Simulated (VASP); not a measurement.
VASP ran on this input.

### POSCAR
```
Bi
1
    4.1658200000    -2.2750000000     0.0000000000
    4.1658200000     2.2750000000     0.0000000000
    2.9234170000     0.0000000000     3.7394270000
Bi
2
Direct
  0.2340000000   0.2340000000   0.2340000000
  0.7660000000   0.7660000000   0.7660000000
```

### KPOINTS
```
Automatic mesh
0
Gamma
9 9 9
0 0 0
```

INCAR:
```
# general
SYSTEM   = Bi
PREC     = Accurate
ENCUT    = 520   # plane-wave cut-off (eV)
LREAL    = .False.   # projection in real space or not
LASPH    = .True.

# electronic loop
EDIFF    = 1E-6
NELM     = 100   # most electronic steps
ALGO     = Normal
LMAXMIX  = 4   # l cut-off of mixed one-centre charges

# smearing
ISMEAR   = 1   # Methfessel-Paxton
SIGMA    = 0.1

# functional
GGA      = BO
LUSE_VDW = .True.
AGGAC    = 0.0
PARAM1   = 0.1833333333
PARAM2   = 0.22

# ions
IBRION   = 2   # conjugate gradients
NSW      = 60   # most ionic steps
ISIF     = 3   # ions, shape and volume
EDIFFG   = -0.01

# output
LWAVE    = .False.
LCHARG   = .False.
```

POTCAR, in this order: Bi_d (PBE.64 set). Program: vasp_std.

Translate this optB88-vdW calculation to Quantum ESPRESSO's pw.x.

One equivalent input (not run):
```
&CONTROL
  calculation = 'vc-relax'
  pseudo_dir = './pseudo'
  outdir = './out'
  tprnfor = .true.
  tstress = .true.
  nstep = 60
  forc_conv_thr = 0.00039
/
&SYSTEM
  ibrav = 0
  nat = 2
  ntyp = 1
  ecutwfc = 66
  occupations = 'smearing'
  smearing = 'methfessel-paxton'
  degauss = 0.00735
  input_dft = 'vdw-df-obk8'
/
&ELECTRONS
  conv_thr = 7.3e-08
  electron_maxstep = 100
/
&IONS
/
&CELL
/
ATOMIC_SPECIES
  Bi 208.980 Bi.upf
CELL_PARAMETERS angstrom
     4.1658200   -2.2750000    0.0000000
     4.1658200    2.2750000    0.0000000
     2.9234170    0.0000000    3.7394270
ATOMIC_POSITIONS crystal
  Bi   0.2340000  0.2340000  0.2340000
  Bi   0.7660000  0.7660000  0.7660000
K_POINTS automatic
  9 9 9 0 0 0
```
What does not carry over: the potentials are each code's own (VASP's PAW set, PseudoDojo norm-conserving files in pw.x), so ENCUT and ecutwfc are chosen apart and not converted; conv_thr bounds pw.x's estimated SCF error, while EDIFF bounds the energy change between steps; forc_conv_thr acts on force components and is met together with etot_conv_thr.

The compound is Bi in the a7 structure. This run relaxes it. Symmetry was kept, so distortions that lower it aren't found.
